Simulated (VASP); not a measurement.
# GW on BN (Qingsongite)

Aim: the quasiparticle gap of BN (Qingsongite), and what it costs to get it. The cell is of the zinc-blende type, one of the forms listed for this formula. The start is a cell from a database of measured crystal structures.

Program: VASP 6.6.1. Level of theory: PBE; plane waves and PAW (B_GW, N_GW), in the first sound run; inputs show where later runs differ. Results are calculated unless marked as measured.

## Step 1: Starting point

Symmetry: F-43m, No. 216, cubic system. The conventional cell has a = 3.615 Å, b = 3.615 Å, c = 3.615 Å, α = 90.00°, β = 90.00°, γ = 90.00°. B has 4 N at 1.57 Å nearest. N has 4 B at 1.57 Å nearest. Farther neighbours and most contacts between anions are not listed.

## Step 2: Ground state, k-mesh 6×6×6

The orbitals come from a self-consistent PBE run with a tight EDIFF and a narrow smearing. KPOINTS_OPT adds the bands along a path, which shows whether the mesh holds the band edges.

Input file INCAR:

```
SYSTEM = BN
PREC = Accurate
ENCUT = 450
EDIFF = 1E-08
NELM = 100
ISMEAR = 0
SIGMA = 0.01
LREAL = .FALSE.
ALGO = Normal
GGA = PE
NBANDS = 10
LORBIT = 11
LWAVE = .TRUE.
LCHARG = .FALSE.
KPAR = 8
```

Input file POSCAR:

```
BN
1.0
    0.0000000000      1.8075000000      1.8075000000
    1.8075000000      0.0000000000      1.8075000000
    1.8075000000      1.8075000000      0.0000000000
B N
1 1
Direct
    0.0000000000      0.0000000000      0.0000000000
    0.2500000000      0.2500000000      0.2500000000
```

Input file KPOINTS:

```
Automatic mesh
0
Gamma
6 6 6
0 0 0
```

Input file KPOINTS_OPT:

```
Line mode
12
Line-mode
Reciprocal
  0.00000000   0.00000000   0.00000000 GAMMA
  0.50000000   0.00000000   0.50000000 X

  0.50000000   0.00000000   0.50000000 X
  0.50000000   0.25000000   0.75000000 W

  0.50000000   0.25000000   0.75000000 W
  0.37500000   0.37500000   0.75000000 K

  0.37500000   0.37500000   0.75000000 K
  0.00000000   0.00000000   0.00000000 GAMMA

  0.00000000   0.00000000   0.00000000 GAMMA
  0.50000000   0.50000000   0.50000000 L

  0.50000000   0.50000000   0.50000000 L
  0.62500000   0.25000000   0.62500000 U

  0.62500000   0.25000000   0.62500000 U
  0.50000000   0.25000000   0.75000000 W

  0.50000000   0.25000000   0.75000000 W
  0.50000000   0.50000000   0.50000000 L

  0.50000000   0.50000000   0.50000000 L
  0.37500000   0.37500000   0.75000000 K

  0.62500000   0.25000000   0.62500000 U
  0.50000000   0.00000000   0.50000000 X
```

Potentials, in the order of the species: B_GW and N_GW (PBE family, release 64).

Run with:

```bash
mpirun -np 8 vasp_std
```

The log of the run:

```text
[banner, memory and clock lines left out]
running    8 mpi-ranks, on    1 nodes
 distrk:  each k-point on    1 cores,    8 groups
 distr:  one band on    1 cores,    1 groups

 POSCAR found type information on POSCAR B N
 POSCAR found :  2 types and       2 ions
|                                                                             |
|           W    W    AA    RRRRR   N    N  II  N    N   GGGG   !!!           |
|           W    W   A  A   R    R  NN   N  II  NN   N  G    G  !!!           |
|           W    W  A    A  R    R  N N  N  II  N N  N  G       !!!           |
|           W WW W  AAAAAA  RRRRR   N  N N  II  N  N N  G  GGG   !            |
|           WW  WW  A    A  R   R   N   NN  II  N   NN  G    G                |
|           W    W  A    A  R    R  N    N  II  N    N   GGGG   !!!           |
|                                                                             |
|     For optimal performance we recommend to set                             |
|       NCORE = 2 up to number-of-cores-per-socket                            |
|     NCORE specifies how many cores store one orbital (NPAR=cpu/NCORE).      |
|     This setting can greatly improve the performance of VASP for DFT.       |
|     The default, NCORE=1 might be grossly inefficient on modern             |
|     multi-core architectures or massively parallel machines. Do your        |
|     Unfortunately you need to use the default for GW and RPA                |
|     calculations (for HF NCORE is supported but not extensively tested      |
|     yet).                                                                   |
|                                                                             |

 LDA part: xc-table for (Slater+PW92), standard interpolation
 POSCAR, INCAR and KPOINTS ok, starting setup
 FFT: planning ... GRIDC
 FFT: planning ... GRID_SOFT
 FFT: planning ... GRID
 WAVECAR not read
 entering main loop
       N       E                     dE             d eps       ncg     rms          rms(c)
DAV:   1     0.226330249695E+02    0.22633E+02   -0.50297E+03   328   0.796E+02
DAV:   2    -0.175557361752E+02   -0.40189E+02   -0.37667E+02   386   0.228E+02
DAV:   3    -0.183782548566E+02   -0.82252E+00   -0.82105E+00   390   0.284E+01
DAV:   4    -0.183816949129E+02   -0.34401E-02   -0.34398E-02   388   0.202E+00
DAV:   5    -0.183817131880E+02   -0.18275E-04   -0.18275E-04   376   0.136E-01    0.605E+00
DAV:   6    -0.175349256469E+02    0.84679E+00   -0.28631E+00   432   0.142E+01    0.229E+00
DAV:   7    -0.174572398666E+02    0.77686E-01   -0.86786E-02   456   0.308E+00    0.118E+00
DAV:   8    -0.174430818392E+02    0.14158E-01   -0.38474E-02   458   0.197E+00    0.142E-01
DAV:   9    -0.174434976866E+02   -0.41585E-03   -0.10655E-03   362   0.313E-01    0.385E-02
DAV:  10    -0.174434987652E+02   -0.10786E-05   -0.91524E-05   378   0.104E-01    0.936E-03
DAV:  11    -0.174435032019E+02   -0.44367E-05   -0.70868E-06   376   0.260E-02    0.370E-03
DAV:  12    -0.174435030513E+02    0.15064E-06   -0.85156E-07   438   0.956E-03    0.451E-04
DAV:  13    -0.174435031029E+02   -0.51621E-07   -0.24996E-08   354   0.153E-03    0.738E-05
DAV:  14    -0.174435031159E+02   -0.12979E-07   -0.85091E-10   222   0.305E-04    0.288E-05
DAV:  15    -0.174435031148E+02    0.10536E-08   -0.73687E-11   208   0.137E-04
   1 F= -.17443503E+02 E0= -.17443503E+02  d E =-.132845E-64
 Start KPOINTS_OPT (optional k-point list driver)
k-point batch [1-16\120]
       N       E                     dE             ncg
DAV:   1     0.778711428609E+03   -0.42036E+04      320
DAV:   2     0.421034315268E+02   -0.73661E+03      376
DAV:   3     0.268690312728E+02   -0.15234E+02      398
DAV:   4     0.268068878965E+02   -0.62143E-01      368
DAV:   5     0.268064570656E+02   -0.43083E-03      400
DAV:   6     0.268064533108E+02   -0.37548E-05      378
DAV:   7     0.268064532681E+02   -0.42669E-07      416
DAV:   8     0.268064532690E+02    0.85248E-09      378
[...]
k-point batch [113-120\120]
       N       E                     dE             ncg
DAV:   1     0.364036577414E+04   -0.31437E+04      160
DAV:   2     0.331852715977E+04   -0.32184E+03      186
DAV:   3     0.331178902449E+04   -0.67381E+01      238
DAV:   4     0.331177361790E+04   -0.15407E-01      188
DAV:   5     0.331177356737E+04   -0.50522E-04      186
DAV:   6     0.331177356697E+04   -0.40781E-06      206
DAV:   7     0.331177356696E+04   -0.17403E-08      212
 writing wavefunctions
```

Elapsed: 3 s, on 8 MPI ranks of Intel Xeon Platinum 8488C (Sapphire Rapids), shared host; peak memory 0.86 GiB; 17 s of CPU time.

Lines that name or quote the potential files are left out of all logs, and their timing lines are given in words.

Parts of OUTCAR (step 2):

```text
ion  position               nearest neighbor table
   1  0.000  0.000  0.000-   2 1.57   2 1.57   2 1.57   2 1.57
   2  0.250  0.250  0.250-   1 1.57   1 1.57   1 1.57   1 1.57

  LATTYP: Found a face centered cubic cell.
 ALAT       =     3.6150000000

 Subroutine GETGRP returns: Found 24 space group operations
 (whereof 24 operations were pure point group operations)

The static configuration has the point symmetry T_d .

 Found     16 irreducible k-points:

   k-points           NKPTS =     16   k-points in BZ     NKDIM =     16   number of bands    NBANDS=     10

   dimension x,y,z NGX =    18 NGY =   18 NGZ =   18
   dimension x,y,z NGXF=    36 NGYF=   36 NGZF=   36

   ENCUT  =  450.0 eV  33.07 Ry    5.75 a.u.   4.42  4.42  4.42*2*pi/ulx,y,z

   NELECT =       8.0000    total number of electrons

 k-points in reciprocal lattice and weights: Automatic mesh
   0.00000000  0.00000000  0.00000000       0.005
   0.16666667  0.00000000  0.00000000       0.037
   0.33333333  0.00000000  0.00000000       0.037
   0.50000000  0.00000000  0.00000000       0.019
   0.16666667  0.16666667  0.00000000       0.028
   0.33333333  0.16666667  0.00000000       0.111
   0.50000000  0.16666667  0.00000000       0.111
  -0.33333333  0.16666667  0.00000000       0.111
  -0.16666667  0.16666667  0.00000000       0.056
[...]
-0.33333333  0.33333333  0.16666667       0.111
  -0.33333333  0.50000000  0.16666667       0.056

 average (electrostatic) potential at core
       1 -24.4177       2 -59.3431

 E-fermi :   7.5842

 k-point     1 :       0.0000    0.0000    0.0000
  band No.  band energies     occupation
      1     -12.7698      2.00000
      2       7.4659      2.00000
      3       7.4659      2.00000
      4       7.4659      2.00000
      5      16.2837      0.00000
      6      16.2837      0.00000
      7      16.2837      0.00000
      8      17.8070      0.00000
      9      32.2098      0.00000
    ...

 k-point     2 :       0.1667    0.0000    0.0000
  band No.  band energies     occupation
      1     -12.1008      2.00000
      2       4.4523      2.00000
      3       6.8429      2.00000
      4       6.8429      2.00000
      5      16.8071      0.00000
      6      17.1956      0.00000
      7      17.1956      0.00000
      8      19.7010      0.00000
      9      31.4651      0.00000
    ...

 k-point     3 :       0.3333    0.0000    0.0000
  band No.  band energies     occupation
      1     -10.2379      2.00000
      2      -0.4052      2.00000
      3       5.9031      2.00000
      4       5.9031      2.00000
      5      17.3685      0.00000
      6      18.1189      0.00000
      7      18.1189      0.00000
      8      22.0030      0.00000
      9      30.6953      0.00000
    ...

  Total       -0.0438754     -0.0438754     -0.0438754      0.0000000      0.0000000     -0.0000000
  in kB       -5.9520477     -5.9520477     -5.9520477      0.0000000      0.0000000     -0.0000000
  external PRESSURE =      -5.9520477 kB  Pullay stress =       0.0000000 kB

  energy-cutoff  :      450.00
  volume of cell :       11.81
      direct lattice vectors                 reciprocal lattice vectors
     0.000000000  1.807500000  1.807500000    -0.276625173  0.276625173  0.276625173
     1.807500000  0.000000000  1.807500000     0.276625173 -0.276625173  0.276625173
     1.807500000  1.807500000  0.000000000     0.276625173  0.276625173 -0.276625173

 POSITION                                       TOTAL-FORCE (eV/Angst)
 -----------------------------------------------------------------------------------
      0.00000      0.00000      0.00000        -0.000000     -0.000000     -0.000000
      0.90375      0.90375      0.90375         0.000000      0.000000      0.000000
 -----------------------------------------------------------------------------------
    total drift:                                0.000001      0.000001      0.000001

  FREE ENERGIE OF THE ION-ELECTRON SYSTEM (eV)
  ---------------------------------------------------
  free  energy   TOTEN  =       -17.4435031148 eV

  energy  without entropy=      -17.4435031148  energy(sigma->0) =      -17.44350311

 total charge
# of ion       s       p       d       tot
------------------------------------------
    1        0.641   1.258   0.000   1.898
    2        1.177   2.687   0.000   3.864
--------------------------------------------------
tot          1.818   3.945   0.000   5.763

[... 3 further parts left out ...]
```

This step gave:

```yaml
free_energy_toten: -17.44 eV
fermi_energy: 7.584 eV
pressure: -0.5952 GPa
least_gap_on_mesh_and_path: 4.458 eV
least_direct_gap_on_mesh_and_path: 8.818 eV
```

The highest empty bands on the path are converged less tightly, to about 0.1 eV. The electronic bands at the labelled points (eV, zero at the valence-band top; v1 is the highest filled band, c1 the lowest empty one):

| point | v3 | v2 | v1 | c1 | c2 | c3 | c4 |
| --- | --- | --- | --- | --- | --- | --- | --- |
| Γ | 0.00 | 0.00 | 0.00 | 8.82 | 8.82 | 8.82 | 10.34 |
| 0.55 of the way | -4.54 | -3.32 | -3.32 | 6.50 | 11.21 | 14.04 | 14.04 |
| X | -8.92 | -4.91 | -4.91 | 4.46 | 9.23 | 17.93 | 17.93 |
| 0.55 of the way | -8.43 | -5.88 | -5.84 | 6.85 | 11.18 | 15.95 | 17.30 |
| W | -7.59 | -6.97 | -6.51 | 9.60 | 13.31 | 14.51 | 14.65 |
| 0.55 of the way | -7.99 | -7.48 | -4.94 | 7.99 | 13.05 | 14.73 | 16.52 |
| K | -8.13 | -7.67 | -4.08 | 6.91 | 12.87 | 15.83 | 16.69 |
| 0.55 of the way | -5.14 | -3.44 | -0.90 | 10.38 | 10.58 | 10.93 | 13.34 |
| Γ | 0.00 | 0.00 | 0.00 | 8.82 | 8.82 | 8.82 | 10.34 |
| 0.55 of the way | -6.15 | -1.26 | -1.26 | 9.72 | 10.46 | 10.46 | 13.88 |
| L | -10.70 | -1.94 | -1.94 | 10.14 | 10.71 | 10.71 | 15.26 |
| 0.55 of the way | -9.80 | -4.82 | -2.99 | 8.66 | 13.04 | 13.09 | 15.56 |
| U | -8.13 | -7.67 | -4.08 | 6.91 | 12.87 | 15.83 | 16.69 |
| 0.55 of the way | -7.92 | -7.39 | -5.25 | 8.37 | 13.12 | 14.47 | 16.28 |
| W | -7.59 | -6.97 | -6.51 | 9.60 | 13.31 | 14.51 | 14.65 |
| 0.55 of the way | -9.87 | -4.46 | -3.20 | 9.66 | 11.04 | 13.93 | 15.72 |
| L | -10.70 | -1.94 | -1.94 | 10.14 | 10.71 | 10.71 | 15.26 |
| 0.45 of the way | -10.07 | -4.09 | -2.73 | 9.10 | 12.34 | 12.46 | 15.63 |
| K | -8.13 | -7.67 | -4.08 | 6.91 | 12.87 | 15.83 | 16.69 |
| jump to U | -8.13 | -7.67 | -4.08 | 6.91 | 12.87 | 15.83 | 16.69 |
| 0.45 of the way | -8.67 | -6.13 | -4.65 | 5.55 | 10.36 | 17.23 | 17.49 |
| X | -8.92 | -4.91 | -4.91 | 4.46 | 9.23 | 17.93 | 17.93 |

Of the projections kept (B, N), the largest for each band there; the rest of the weight can lie on other orbitals:

| point | v3 | v2 | v1 | c1 | c2 | c3 | c4 |
| --- | --- | --- | --- | --- | --- | --- | --- |
| Γ | N 0.86 | N 0.86 | N 0.86 | B 0.93 | B 0.93 | B 0.93 | N 0.74 |
| X | N 0.54 | N 0.62 | N 0.62 | B 0.56 | B 0.91 | B 0.57 | B 0.57 |
| W | B 0.51 | N 0.66 | N 0.54 | N 0.87 | B 0.74 | B 1.00 | B 0.52 |
| K | N 0.51 | N 0.59 | N 0.64 | B 0.56 | B 0.59 | B 0.61 | B 0.63 |
| Γ | N 0.86 | N 0.86 | N 0.86 | B 0.93 | B 0.93 | B 0.93 | N 0.74 |
| L | B 0.50 | N 0.72 | N 0.72 | B 0.60 | B 0.79 | B 0.79 | N 0.79 |

The electronic bands as a text plot (rows in eV, shown from -8.0 to 10.3 only):

```
   10.0 | +    +   +        +  ++ +  +++++++      +  ++ ++     +
    9.2 |+      +++  ++    +   +++++++      +    + ++     +     +
    8.4 |++            +  +                  +             +
    7.7 |  ++       +                         + +           +
    6.9 |               ++                     +             +
    6.1 |    ++                                               +
    5.4 |      +   +                                           +
    4.6 |       +++                                             +
    3.8 |
    3.1 |
    2.3 |
    1.6 |
    0.8 |
    0.0 |*                     *****
   -0.7 | *                   * ** ***
   -1.5 |  *                 * **     ***
   -2.3 |   *              **  *    *    ***           ****
   -3.0 |    *            *                ***       **    *
   -3.8 |     *          *    *      *      * **      *   * **
   -4.6 |    * ***      *    *                  *   **     *  ***
   -5.3 |     *   **   *    * *              *     *            *
   -6.1 |           * *    * *        *          *  *       *  *
   -6.9 |      *     **   *                   *  ***          *
   -7.6 |       *    *****  *          *       ****          *
         Γ       X    W  K        Γ      L     U  W     L   K|U X
```

The cell has a gap of 4.46 eV on mesh and path.

## Step 3: Empty bands, k-mesh 6×6×6

The next step needs empty bands that the ground-state run didn't converge, so the Hamiltonian is diagonalised exactly for NBANDS bands, in a single step. LOPTICS writes the k-derivatives of the orbitals (WAVEDER), which give the long-wavelength limit of the screening.

Input file INCAR:

```
SYSTEM = BN
PREC = Accurate
ENCUT = 450
ISMEAR = 0
SIGMA = 0.01
LREAL = .FALSE.
GGA = PE
NBANDS = 32
ALGO = Exact
NELM = 1
LWAVE = .TRUE.
LCHARG = .FALSE.
LOPTICS = .TRUE.
NEDOS = 1000
CSHIFT = 0.1
```

POSCAR is that of step 2.

KPOINTS is that of step 2.

Run with:

```bash
mpirun -np 8 vasp_std
```

The log of the run:

```text
[banner, memory and clock lines left out]
running    8 mpi-ranks, on    1 nodes
 distrk:  each k-point on    8 cores,    1 groups
 distr:  one band on    1 cores,    8 groups

 POSCAR found type information on POSCAR B N
 POSCAR found :  2 types and       2 ions
 [... a notice as in an earlier step ...]

 LDA part: xc-table for (Slater+PW92), standard interpolation
 found WAVECAR, reading the header
  number of bands has changed, file:    10 present:    32
  trying to continue reading WAVECAR, but it might fail
 POSCAR, INCAR and KPOINTS ok, starting setup
 FFT: planning ... GRIDC
 FFT: planning ... GRID_SOFT
 FFT: planning ... GRID
 reading WAVECAR
 random initialization beyond band           10
 the WAVECAR file was read successfully
 initial charge from wavefunction
 entering main loop
       N       E                     dE             d eps       ncg     rms          rms(c)
DIA:   1    -0.174435031142E+02   -0.17444E+02    0.00000E+00     0   0.000E+00
   1 F= -.17443503E+02 E0= -.17443503E+02  d E =-.165687E-18
 writing wavefunctions
 optical routines
 imaginary and real dielectric function
 recalculating local potential from charge density
 direction            1
 direction            2
 direction            3
```

Run time: 2 s. Hardware: 8 MPI ranks; peak memory 0.8 GiB.

OUTCAR, selected parts (step 3):

```text
The static configuration has the point symmetry T_d .

 Found     16 irreducible k-points:

   k-points           NKPTS =     16   k-points in BZ     NKDIM =     16   number of bands    NBANDS=     32

   NELECT =       8.0000    total number of electrons

 E-fermi :   7.5240

 k-point     2 :       0.1667    0.0000    0.0000
  band No.  band energies     occupation
      1     -12.1008      2.00000
      2       4.4523      2.00000
      3       6.8429      2.00000
      4       6.8429      2.00000
      5      16.8071      0.00000
      6      17.1956      0.00000
      7      17.1956      0.00000
      8      19.7010      0.00000
      9      31.4640      0.00000
    ...

 k-point     4 :       0.5000    0.0000    0.0000
  band No.  band energies     occupation
      1      -8.5537      2.00000
      2      -3.2294      2.00000
      3       5.5213      2.00000
      4       5.5213      2.00000
      5      17.6033      0.00000
      6      18.1727      0.00000
      7      18.1727      0.00000
      8      22.7282      0.00000
      9      30.9290      0.00000
    ...

  Total       -0.0438616     -0.0438616     -0.0438616      0.0000000      0.0000000     -0.0000000
  in kB       -5.9501825     -5.9501825     -5.9501825      0.0000000      0.0000000     -0.0000000
  external PRESSURE =      -5.9501825 kB  Pullay stress =       0.0000000 kB

  FREE ENERGIE OF THE ION-ELECTRON SYSTEM (eV)
  ---------------------------------------------------
  free  energy   TOTEN  =       -17.4435031142 eV

  energy  without entropy=      -17.4435031142  energy(sigma->0) =      -17.44350311

 plasma frequency squared (from intraband transitions) (eV^2)
  --------------------------------------------------------------------------------------
       0.000       0.000      -0.000
      -0.000       0.000       0.000
       0.000      -0.000       0.000

[... 13 parts as in an earlier step ...]
```

The gap is read on the k-mesh alone, so it is an upper bound where the band edges lie off the mesh.

A gap read on the k-mesh alone can miss the band edges.

Numbers from this step:

```yaml
gap_on_the_k_mesh: 4.458 eV
least_direct_gap_on_the_k_mesh: 8.818 eV
```

WAVECAR now holds 32 bands for 8 electrons. Its independent-particle dielectric tensor has xx, yy, zz = 4.8, 4.8, 4.8 on this mesh, which isn't tested for convergence in mesh or bands and lacks local fields.

[end of part 1 of 3]

[Lines on the potential files, build, host, timing and source positions are cut from VASP's logs without a mark.]

[Logs are printed without paths, hosts, clocks, repeated set-up lines and the standing remarks that a program may print on its own settings, such as how far it seeks lower states.]

[Hosts, paths, dates, database ids (printed as entryN), source tags and the programs' standing remarks are cut or masked in the printed files.]

[Pressures printed for these runs are not shown converged in the cutoff: they can be off by several GPa and have the wrong sign.]
